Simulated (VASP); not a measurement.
Here is the system:

```
Y
1.0
    1.81594    -3.14530     0.00000
    1.81594     3.14530     0.00000
    0.00000     0.00000     5.58230
Y
2
Cartesian
  1.81594   1.04844   1.39557
  1.81594  -1.04844   4.18672
```

The numbers are results of optB88-vdW, VASP's PBE PAW potentials (set 64) (plane waves; VASP 6.6.1), not measurements. Numerical set-up: 520 eV cut-off, Gaussian smearing of 0.050 eV, potentials Y_sv.

What does the run give for the band gap (along the path) with the smallest direct gap where there is one?

| Property | Result |
|---|---|
| band gap (along the path) | none (metal, semimetal or under 0.01 eV) |

The compound is Y in the hcp structure. It was relaxed first.
